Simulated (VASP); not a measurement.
Method: revPBE GGA, VASP's PBE PAW potentials (set 64) (plane waves; VASP).

VASP input:

**INCAR**
```
SYSTEM = AlN
PREC = Accurate
ENCUT = 520
EDIFF = 1E-7
NELM = 100
ALGO = Normal
LREAL = .FALSE.
LASPH = .TRUE.
ISMEAR = 0
SIGMA = 0.05
GGA = RE
LWAVE = .FALSE.
LCHARG = .FALSE.
ISIF = 2
```

KPOINTS:
```
Automatic mesh
0
Gamma
10 10 10
```

**POSCAR**
```
AlN
1
    0.0000000000     2.1873427068     2.1873427068
    2.1873427068     0.0000000000     2.1873427068
    2.1873427068     2.1873427068     0.0000000000
Al N
1 1
Direct
  0.0000000000   0.0000000000   0.0000000000
  0.2500000000   0.2500000000   0.2500000000
```

POTCAR, in this order: Al N (PBE.64 set). Program: vasp_std.

Output

### OSZICAR
```
       N       E                     dE             d eps       ncg     rms          rms(c)
DAV:   1     0.111189471982E+02    0.11119E+02   -0.40770E+03   808   0.837E+02
DAV:   2    -0.160509888754E+02   -0.27170E+02   -0.26399E+02   992   0.143E+02
DAV:   3    -0.165533506793E+02   -0.50236E+00   -0.50236E+00   880   0.254E+01
DAV:   4    -0.165549174666E+02   -0.15668E-02   -0.15668E-02  1104   0.130E+00
DAV:   5    -0.165549211852E+02   -0.37186E-05   -0.37186E-05   936   0.479E-02    0.870E+00
DAV:   6    -0.142342896573E+02    0.23206E+01   -0.13096E+01   816   0.234E+01    0.307E+00
DAV:   7    -0.142329065152E+02    0.13831E-02   -0.11434E-01   824   0.345E+00    0.211E+00
DAV:   8    -0.142343142931E+02   -0.14078E-02   -0.22170E-02   768   0.201E+00    0.437E-01
DAV:   9    -0.142339733594E+02    0.34093E-03   -0.91127E-04  1104   0.241E-01    0.228E-01
DAV:  10    -0.142341350547E+02   -0.16170E-03   -0.49067E-04   792   0.187E-01    0.436E-02
DAV:  11    -0.142341319427E+02    0.31119E-05   -0.24248E-05   920   0.362E-02    0.208E-02
DAV:  12    -0.142341322649E+02   -0.32218E-06   -0.30572E-06   768   0.166E-02    0.117E-03
DAV:  13    -0.142341322805E+02   -0.15575E-07   -0.89953E-08   872   0.246E-03
   1 F= -.14234132E+02 E0= -.14234132E+02  d E =-.404119E-18
```

**OUTCAR**
```
------------------------ aborting loop because EDIFF is reached ----------------------------------------
  FORCE on cell =-STRESS in cart. coord.  units (eV):
  Direction    XX          YY          ZZ          XY          YZ          ZX
  --------------------------------------------------------------------------------------
  Total        0.7969134      0.7969134      0.7969134      0.0000000      0.0000000      0.0000000
  in kB       61.0015959     61.0015959     61.0015959      0.0000000      0.0000000      0.0000000
  external PRESSURE =      61.0015959 kB  Pullay stress =       0.0000000 kB
  volume of cell :       20.93
      direct lattice vectors                 reciprocal lattice vectors
     0.000000000  2.187342707  2.187342707    -0.228587865  0.228587865  0.228587865
     2.187342707  0.000000000  2.187342707     0.228587865 -0.228587865  0.228587865
     2.187342707  2.187342707  0.000000000     0.228587865  0.228587865 -0.228587865
  FREE ENERGIE OF THE ION-ELECTRON SYSTEM (eV)
  ---------------------------------------------------
  free  energy   TOTEN  =       -14.2341322805 eV

  energy  without entropy=      -14.2341322805  energy(sigma->0) =      -14.23413228
```
(Selected blocks of OUTCAR.)

The compound is AlN in the zinc blende structure, a metastable form; wurtzite is the usual one. This cell is one point of a volume scan, at 0.97 of the reference volume.
